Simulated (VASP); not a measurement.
Input:

```xyz
2
Lattice="0.0000 2.4878 2.4878 2.4878 0.0000 2.4878 2.4878 2.4878 0.0000" Properties=species:S:1:pos:R:3 pbc="T T T"
Eu     0.0000     0.0000     0.0000
O      2.4878     2.4878     2.4878
```

Calculation: PW91 GGA, VASP's PBE PAW potentials (set 64) (plane waves; VASP). Settings: 520 eV cut-off, Gaussian smearing of 0.050 eV, potentials Eu_2 O.

The 4f electrons are frozen in the core of the lanthanide potential, so 4f levels, which can set the real gap, and their magnetism are missing.

Task: Estimate the band gap (along the path) with the smallest direct gap where there is one.

Result: 
```yaml
band gap (along the path): 2.70 eV
smallest direct gap (along the path): 2.70 eV
```

The absolute energy has meaning only against runs of the same code, potentials and settings.

The compound is EuO in the rock salt structure. It was relaxed first, which changed the volume by -9 %.
